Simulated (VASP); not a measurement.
# SiC: what moves the LDA gap besides the functional

How far does the LDA gap of SiC depend on cutoff, mesh and cell? The starting structure is a computed structure from the Materials Project. Cell and atoms stay as given unless a step says otherwise.

Calculated with VASP 6.6.1; Kohn-Sham DFT with plane waves and PAW; LDA.

## Step 1: Starting point

The structure is hexagonal, space group P6_3mc (No. 186). The conventional cell has a = 3.076 Å, b = 3.076 Å, c = 10.071 Å, α = 90.00°, β = 90.00°, γ = 120.00°. Nearest to Si lie 4 C at 1.88 to 1.89 Å. C has 4 Si at 1.88 to 1.89 Å nearest. Nearest to C lie 4 Si at 1.88 to 1.89 Å. Farther neighbours are not listed.

Coordinates:

```cif
data_structure
_symmetry_space_group_name_H-M 'P6_3mc'
_symmetry_Int_Tables_number 186
_cell_length_a 3.0757
_cell_length_b 3.0757
_cell_length_c 10.0706
_cell_angle_alpha 90.000
_cell_angle_beta 90.000
_cell_angle_gamma 120.000
_cell_volume 82.50
loop_
_atom_site_label
_atom_site_type_symbol
_atom_site_symmetry_multiplicity
_atom_site_Wyckoff_symbol
_atom_site_fract_x
_atom_site_fract_y
_atom_site_fract_z
_atom_site_occupancy
Si1 Si 2 a 0.00000 0.00000 0.18789 1
Si2 Si 2 b 0.33333 0.66667 0.43784 1
C1 C 2 a 0.00000 0.00000 0.00046 1
C2 C 2 b 0.33333 0.66667 0.24980 1
```

## Step 2: Reference bands

The input, INCAR:

```
SYSTEM = SiC
PREC = Accurate
ENCUT = 460
EDIFF = 1E-06
NELM = 100
ISMEAR = 0
SIGMA = 0.03
LREAL = .FALSE.
ALGO = Normal
GGA = CA
NBANDS = 36
LORBIT = 11
LWAVE = .FALSE.
LCHARG = .FALSE.
KPAR = 8
LASPH = .TRUE.
```

The input, POSCAR:

```
SiC
1.0
    3.0756941497      0.0000000000      0.0000000000
   -1.5378470748      2.6636292679      0.0000000000
    0.0000000000      0.0000000000     10.0706464800
Si C
4 4
Direct
    0.0000000000      0.0000000000      0.1878943800
    0.0000000000      0.0000000000      0.6878943800
    0.3333333333      0.6666666667      0.4378419800
    0.6666666667      0.3333333333      0.9378419800
    0.0000000000      0.0000000000      0.0004600500
    0.0000000000      0.0000000000      0.5004600500
    0.3333333333      0.6666666667      0.2498025900
    0.6666666667      0.3333333333      0.7498025900
```

The input, KPOINTS:

```
Automatic mesh
0
Gamma
8 8 2
0 0 0
```

The input, KPOINTS_OPT:

```
Line mode
8
Line-mode
Reciprocal
  0.00000000   0.00000000   0.00000000 GAMMA
  0.50000000   0.00000000   0.00000000 M

  0.50000000   0.00000000   0.00000000 M
  0.33333333   0.33333333   0.00000000 K

  0.33333333   0.33333333   0.00000000 K
  0.00000000   0.00000000   0.00000000 GAMMA

  0.00000000   0.00000000   0.00000000 GAMMA
  0.00000000   0.00000000   0.50000000 A

  0.00000000   0.00000000   0.50000000 A
  0.50000000   0.00000000   0.50000000 L

  0.50000000   0.00000000   0.50000000 L
  0.33333333   0.33333333   0.50000000 H

  0.33333333   0.33333333   0.50000000 H
  0.00000000   0.00000000   0.50000000 A

  0.50000000   0.00000000   0.50000000 L
  0.50000000   0.00000000   0.00000000 M

  0.33333333   0.33333333   0.00000000 K
  0.33333333   0.33333333   0.50000000 H
```

PAW data sets: Si and C (LDA family, release 64).

On the command line:

```sh
mpirun -np 8 vasp_std
```

The log of the run:

```text
[banner, memory and clock lines left out]
running    8 mpi-ranks, on    1 nodes
 distrk:  each k-point on    1 cores,    8 groups
 distr:  one band on    1 cores,    1 groups

 POSCAR found type information on POSCAR SiC
 POSCAR found :  2 types and       8 ions
|                                                                             |
|           W    W    AA    RRRRR   N    N  II  N    N   GGGG   !!!           |
|           W    W   A  A   R    R  NN   N  II  NN   N  G    G  !!!           |
|           W    W  A    A  R    R  N N  N  II  N N  N  G       !!!           |
|           W WW W  AAAAAA  RRRRR   N  N N  II  N  N N  G  GGG   !            |
|           WW  WW  A    A  R   R   N   NN  II  N   NN  G    G                |
|           W    W  A    A  R    R  N    N  II  N    N   GGGG   !!!           |
|                                                                             |
|     For optimal performance we recommend to set                             |
|       NCORE = 2 up to number-of-cores-per-socket                            |
|     NCORE specifies how many cores store one orbital (NPAR=cpu/NCORE).      |
|     This setting can greatly improve the performance of VASP for DFT.       |
|     The default, NCORE=1 might be grossly inefficient on modern             |
|     multi-core architectures or massively parallel machines. Do your        |
|     Unfortunately you need to use the default for GW and RPA                |
|     calculations (for HF NCORE is supported but not extensively tested      |
|     yet).                                                                   |
|                                                                             |

 LDA part: xc-table for (Slater(with rela. corr.)+CA(PZ))
 , standard interpolation
 POSCAR, INCAR and KPOINTS ok, starting setup
 FFT: planning ... GRIDC
 FFT: planning ... GRID_SOFT
 FFT: planning ... GRID
 WAVECAR not read
 entering main loop
       N       E                     dE             d eps       ncg     rms          rms(c)
DAV:   1     0.392107187766E+02    0.39211E+02   -0.12699E+04  1440   0.728E+02
DAV:   2    -0.694877071594E+02   -0.10870E+03   -0.10199E+03  1792   0.151E+02
DAV:   3    -0.747008349086E+02   -0.52131E+01   -0.51574E+01  1808   0.281E+01
DAV:   4    -0.747436852624E+02   -0.42850E-01   -0.42828E-01  1688   0.308E+00
DAV:   5    -0.747440531689E+02   -0.36791E-03   -0.36790E-03  1772   0.274E-01    0.182E+01
DAV:   6    -0.668528225683E+02    0.78912E+01   -0.10805E+01  1652   0.145E+01    0.835E+00
DAV:   7    -0.666626993724E+02    0.19012E+00   -0.22697E+00  1752   0.590E+00    0.344E+00
DAV:   8    -0.665854084943E+02    0.77291E-01   -0.10586E-01  1608   0.130E+00    0.115E+00
DAV:   9    -0.665717191129E+02    0.13689E-01   -0.13893E-02  1676   0.563E-01    0.145E-01
DAV:  10    -0.665718400944E+02   -0.12098E-03   -0.10837E-03  1744   0.127E-01    0.948E-02
DAV:  11    -0.665718715964E+02   -0.31502E-04   -0.68308E-05  1652   0.365E-02    0.224E-02
DAV:  12    -0.665718592714E+02    0.12325E-04   -0.29117E-05  1588   0.236E-02    0.172E-02
DAV:  13    -0.665718582437E+02    0.10277E-05   -0.22839E-06  1552   0.746E-03    0.447E-03
DAV:  14    -0.665718582525E+02   -0.87812E-08   -0.38132E-07   824   0.243E-03
   1 F= -.66571858E+02 E0= -.66571858E+02  d E =-.215286E-21
 Start KPOINTS_OPT (optional k-point list driver)
k-point batch [1-20\72]
       N       E                     dE             ncg
DAV:   1     0.347478125782E+04   -0.15207E+05     1440
DAV:   2     0.147496172895E+04   -0.19998E+04     1772
DAV:   3     0.138421904677E+04   -0.90743E+02     1880
DAV:   4     0.138351102056E+04   -0.70803E+00     1776
DAV:   5     0.138350509069E+04   -0.59299E-02     1800
DAV:   6     0.138350502116E+04   -0.69527E-04     1824
DAV:   7     0.138350502031E+04   -0.84799E-06     1544
[...]
k-point batch [61-72\72]
       N       E                     dE             ncg
DAV:   1     0.741024249723E+04   -0.13164E+05      864
DAV:   2     0.630594149320E+04   -0.11043E+04     1044
DAV:   3     0.626052055514E+04   -0.45421E+02     1184
DAV:   4     0.626018751257E+04   -0.33304E+00     1064
DAV:   5     0.626018475653E+04   -0.27560E-02     1052
DAV:   6     0.626018472609E+04   -0.30437E-04     1104
DAV:   7     0.626018472576E+04   -0.32526E-06      892
```

Wall time 8.4 s (8 MPI ranks of Intel Xeon 6975P-C (Granite Rapids), shared host); peak memory 1.7 GiB.

The logs omit lines about the potential files and the build; timing stands in the text.

From OUTCAR (step 2):

```text
ion  position               nearest neighbor table
   1  0.000  0.000  0.188-   7 1.88   7 1.88   7 1.88   5 1.89   3 3.08   3 3.08   3 3.08   4 3.08
                             4 3.08   4 3.08
   2  0.000  0.000  0.688-   8 1.88   8 1.88   8 1.88   6 1.89   4 3.08   4 3.08   4 3.08   3 3.08
                             3 3.08   3 3.08
   3  0.333  0.667  0.438-   6 1.88   6 1.88   6 1.88   7 1.89   1 3.08   1 3.08   1 3.08   2 3.08
                             2 3.08   2 3.08
   4  0.667  0.333  0.938-   5 1.88   5 1.88   5 1.88   8 1.89   2 3.08   2 3.08   2 3.08   1 3.08
                             1 3.08   1 3.08
   5  0.000  0.000  0.000-   4 1.88   4 1.88   4 1.88   1 1.89
   6  0.000  0.000  0.500-   3 1.88   3 1.88   3 1.88   2 1.89
   7  0.333  0.667  0.250-   1 1.88   1 1.88   1 1.88   3 1.89
   8  0.667  0.333  0.750-   2 1.88   2 1.88   2 1.88   4 1.89

  LATTYP: Found a hexagonal cell.
 ALAT       =     3.0756941497
 C/A-ratio  =     3.2742678530

 Subroutine GETGRP returns: Found 12 space group operations
 (whereof  6 operations were pure point group operations)

The static configuration has the point symmetry C_3v.
 The point group associated with its full space group is C_6v.

 Found     20 irreducible k-points:

   k-points           NKPTS =     20   k-points in BZ     NKDIM =     20   number of bands    NBANDS=     36

   dimension x,y,z NGX =    24 NGY =   24 NGZ =   70
   dimension x,y,z NGXF=    48 NGYF=   48 NGZF=  140

   ENCUT  =  460.0 eV  33.81 Ry    5.81 a.u.   5.38  5.38 17.61*2*pi/ulx,y,z

   NELECT =      32.0000    total number of electrons

 k-points in reciprocal lattice and weights: Automatic mesh
   0.00000000  0.00000000  0.00000000       0.008
   0.12500000  0.00000000  0.00000000       0.047
   0.25000000  0.00000000  0.00000000       0.047
   0.37500000  0.00000000  0.00000000       0.047
   0.50000000  0.00000000  0.00000000       0.023
   0.12500000  0.12500000  0.00000000       0.047
   0.25000000  0.12500000  0.00000000       0.094
   0.37500000  0.12500000  0.00000000       0.094
   0.25000000  0.25000000  0.00000000       0.047
[...]
0.25000000  0.25000000  0.50000000       0.047
   0.37500000  0.25000000  0.50000000       0.047

 average (electrostatic) potential at core
       1 -81.8687       2 -81.8687       3 -81.9129       4 -81.9129       5 -49.0150
       6 -49.0150       7 -48.9579       8 -48.9579

 E-fermi :   8.3592

 k-point     1 :       0.0000    0.0000    0.0000
  band No.  band energies     occupation
    ...
     12       7.5801      2.00000
     13       7.5801      2.00000
     14       8.1111      2.00000
     15       8.1656      2.00000
     16       8.1656      2.00000
     17      13.2395      0.00000
     18      13.8114      0.00000
     19      14.4435      0.00000
     20      14.5276      0.00000
     21      15.0436      0.00000
    ...

 k-point     2 :       0.1250    0.0000    0.0000
  band No.  band energies     occupation
    ...
     12       7.1402      2.00000
     13       7.2186      2.00000
     14       7.2357      2.00000
     15       7.9268      2.00000
     16       8.0362      2.00000
     17      13.3475      0.00000
     18      14.0020      0.00000
     19      14.1106      0.00000
     20      14.8063      0.00000
     21      15.0779      0.00000
    ...

 k-point     3 :       0.2500    0.0000    0.0000
  band No.  band energies     occupation
    ...
     12       5.7111      2.00000
     13       6.4965      2.00000
     14       6.5338      2.00000
     15       7.3259      2.00000
     16       7.6173      2.00000
     17      11.8677      0.00000
     18      12.3902      0.00000
     19      13.1466      0.00000
     20      14.1980      0.00000
     21      14.8207      0.00000
    ...

  Total       -1.7897027     -1.7897027     -1.8073987     -0.0000000      0.0000000      0.0000000
  in kB      -34.7549926    -34.7549926    -35.0986381     -0.0000000      0.0000000      0.0000000
  external PRESSURE =     -34.8695411 kB  Pullay stress =       0.0000000 kB

  energy-cutoff  :      460.00
  volume of cell :       82.50
      direct lattice vectors                 reciprocal lattice vectors
     3.075694150  0.000000000  0.000000000     0.325129857  0.187713811  0.000000000
    -1.537847075  2.663629268  0.000000000     0.000000000  0.375427621  0.000000000
     0.000000000  0.000000000 10.070646480     0.000000000  0.000000000  0.099298491

 POSITION                                       TOTAL-FORCE (eV/Angst)
 -----------------------------------------------------------------------------------
      0.00000      0.00000      1.89222        -0.000000      0.000000     -0.004104
      0.00000      0.00000      6.92754        -0.000000     -0.000000     -0.004104
     -0.00000      1.77575      4.40935        -0.000000      0.000000      0.007045
      1.53785      0.88788      9.44468        -0.000000     -0.000000      0.007045
      0.00000      0.00000      0.00463         0.000000      0.000000     -0.001417
      0.00000      0.00000      5.03996         0.000000      0.000000     -0.001417
     -0.00000      1.77575      2.51567        -0.000000     -0.000000     -0.001525
      1.53785      0.88788      7.55100         0.000000     -0.000000     -0.001525
 -----------------------------------------------------------------------------------
    total drift:                               -0.000000     -0.000000     -0.000026

  FREE ENERGIE OF THE ION-ELECTRON SYSTEM (eV)
  ---------------------------------------------------
  free  energy   TOTEN  =       -66.5718582525 eV

  energy  without entropy=      -66.5718582525  energy(sigma->0) =      -66.57185825

 total charge
# of ion       s       p       d       tot
------------------------------------------
    1        0.714   0.982   0.000   1.696
    2        0.714   0.982   0.000   1.696
    3        0.713   0.983   0.000   1.696
    4        0.713   0.983   0.000   1.696
    5        0.830   1.713   0.000   2.543
    6        0.830   1.713   0.000   2.543
    7        0.831   1.715   0.000   2.545
    8        0.831   1.715   0.000   2.545
--------------------------------------------------
tot          6.175  10.786   0.000  16.961

[... 3 further parts left out ...]
```

At this level the cell is under a tension of 3.5 GPa, so at these settings it is away from equilibrium.

The reference gap is 2.167 eV.

## Step 3: Bands with cell and atoms relaxed by LDA

Against step 2 the input has another starting structure. The cell comes from a relaxation at this level, not shown (81.25 Å³).

INCAR is that of step 2.

The input, POSCAR:

```
SiC
1.0
    3.0601349154      0.0000000000      0.0000000000
   -1.5300674577      2.6501545757      0.0000000000
    0.0000000000      0.0000000000     10.0190757747
Si C
4 4
Direct
    0.0000000000      0.0000000000      0.1878851084
    0.0000000000      0.0000000000      0.6878851084
    0.3333333333      0.6666666667      0.4378578359
    0.6666666667      0.3333333333      0.9378578359
    0.0000000000      0.0000000000      0.0004566014
    0.0000000000      0.0000000000      0.5004566014
    0.3333333333      0.6666666667      0.2497994544
    0.6666666667      0.3333333333      0.7497994544
```

KPOINTS is that of step 2.

KPOINTS_OPT is that of step 2.

On the command line:

```sh
mpirun -np 8 vasp_std
```

The log of the run:

```text
[banner, memory and clock lines left out]
running    8 mpi-ranks, on    1 nodes
[...]
[... a notice as in an earlier step ...]

 LDA part: xc-table for (Slater(with rela. corr.)+CA(PZ))
 , standard interpolation
 POSCAR, INCAR and KPOINTS ok, starting setup
[...]
entering main loop
       N       E                     dE             d eps       ncg     rms          rms(c)
DAV:   1     0.413778419631E+02    0.41378E+02   -0.12855E+04  1440   0.733E+02
DAV:   2    -0.694124246772E+02   -0.11079E+03   -0.10312E+03  1796   0.152E+02
DAV:   3    -0.749001291967E+02   -0.54877E+01   -0.54292E+01  1824   0.287E+01
DAV:   4    -0.749455420207E+02   -0.45413E-01   -0.45383E-01  1700   0.314E+00
[...]
DAV:  12    -0.665847705367E+02    0.11903E-04   -0.28571E-05  1608   0.235E-02    0.172E-02
DAV:  13    -0.665847694476E+02    0.10891E-05   -0.23737E-06  1536   0.761E-03    0.453E-03
DAV:  14    -0.665847694683E+02   -0.20775E-07   -0.35691E-07   828   0.236E-03
   1 F= -.66584769E+02 E0= -.66584769E+02  d E =-.365888E-11
 Start KPOINTS_OPT (optional k-point list driver)
k-point batch [1-20\72]
       N       E                     dE             ncg
DAV:   1     0.357901945050E+04   -0.15548E+05     1440
DAV:   2     0.155883676421E+04   -0.20202E+04     1800
DAV:   3     0.147042699539E+04   -0.88410E+02     1856
DAV:   4     0.146976787017E+04   -0.65913E+00     1784
DAV:   5     0.146976234247E+04   -0.55277E-02     1800
DAV:   6     0.146976227901E+04   -0.63458E-04     1856
DAV:   7     0.146976227825E+04   -0.76484E-06     1524
[...]
k-point batch [61-72\72]
       N       E                     dE             ncg
DAV:   1     0.751629214350E+04   -0.13193E+05      864
DAV:   2     0.637704577311E+04   -0.11392E+04     1068
DAV:   3     0.633083767412E+04   -0.46208E+02     1164
DAV:   4     0.633050473342E+04   -0.33294E+00     1060
DAV:   5     0.633050204501E+04   -0.26884E-02     1108
DAV:   6     0.633050201616E+04   -0.28845E-04     1092
DAV:   7     0.633050201586E+04   -0.30319E-06      920
```

Wall time 8.4 s (8 MPI ranks); peak memory 1.7 GiB.

Parts of OUTCAR (step 3):

```text
  Total       -0.0357072     -0.0357072     -0.0644343      0.0000000      0.0000000      0.0000000
  in kB       -0.7040888     -0.7040888     -1.2705405      0.0000000      0.0000000      0.0000000
  external PRESSURE =      -0.8929060 kB  Pullay stress =       0.0000000 kB

 POSITION                                       TOTAL-FORCE (eV/Angst)
 -----------------------------------------------------------------------------------
      0.00000      0.00000      1.88244         0.000000      0.000000      0.002060
      0.00000      0.00000      6.89197        -0.000000      0.000000      0.002060
     -0.00000      1.76677      4.38693        -0.000000      0.000000     -0.003330
      1.53007      0.88338      9.39647         0.000000     -0.000000     -0.003330
      0.00000      0.00000      0.00457        -0.000000     -0.000000     -0.000329
      0.00000      0.00000      5.01411         0.000000      0.000000     -0.000329
     -0.00000      1.76677      2.50276        -0.000000     -0.000000      0.001599
      1.53007      0.88338      7.51230         0.000000      0.000000      0.001599
 -----------------------------------------------------------------------------------
    total drift:                               -0.000000     -0.000000     -0.000114

  FREE ENERGIE OF THE ION-ELECTRON SYSTEM (eV)
  ---------------------------------------------------
  free  energy   TOTEN  =       -66.5847694683 eV

  energy  without entropy=      -66.5847694683  energy(sigma->0) =      -66.58476947

[... 1 part as in an earlier step ...]

[... 2 further parts left out ...]
[key lines of the parts left out:]
E-fermi :   8.4692
```

With cell and atoms relaxed by LDA the gap is 2.171 eV, +0.004 eV from the reference.

(Continued in part 2 of 2.)

[Lines on the potential files, build, host, timing and source positions are cut from VASP's logs without a mark.]

[Logs are printed without paths, hosts, clocks, repeated set-up lines and the standing remarks that a program may print on its own settings, such as how far it seeks lower states.]

[Hosts, paths, dates, database ids (printed as entryN), source tags and the programs' standing remarks are cut or masked in the printed files.]
